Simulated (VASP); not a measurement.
VASP runs on Be (hcp) share one base input (PBE GGA, plane waves, VASP's PBE PAW potentials (set 64)) and change the settings named in each case.

File KPOINTS:
```
Automatic mesh
0
gamma
 16 16 9
```

**INCAR**
```
ALGO=Normal
EDIFF=1E-6
ENCUT=400
GGA=PE
ISIF=2
ISMEAR=1
LASPH=T
LCHARG=F
LREAL=F
LWAVE=F
NELM=100
PREC=Accurate
SIGMA=0.1
SYSTEM=Be
```

### POSCAR
```
Be
1
    1.1450000000    -1.9831980000     0.0000000000
    1.1450000000     1.9831980000     0.0000000000
    0.0000000000     0.0000000000     3.5800000000
Be
2
Direct
  0.3333330000   0.6666670000   0.2500000000
  0.6666670000   0.3333330000   0.7500000000
```

POTCAR, in this order: Be (PBE.64 set). Program: vasp_std.

| change | E(σ→0) (eV/atom) | pressure (GPa) |
|---|---|---|
| base run | -3.7664 | -3.06 |
| AGGAC = 0.0, GGA = BO, LUSE_VDW = .TRUE., PARAM1 = 0.1833333333, PARAM2 = 0.22 | -3.1464 | -2.60 |
| GGA = AM | -3.9611 | -3.51 |
| GGA = PS | -3.9962 | -3.90 |
| IVDW = 13 | -3.8769 | -5.19 |
| GGA = RE | -3.5585 | -0.60 |
| IVDW = 12 | -4.1114 | -10.12 |
 Energies of different potentials or functionals have different zeros.

Left out are runs that ran out of time, are held back, or changed the cell or the kind of run, fixed moments of cells without a moment, rows past the twelfth, gaps on odd meshes, pressures of charged cells and columns that move by less than the noise.

The compound is Be in the hcp structure. The cell was not relaxed at this level.
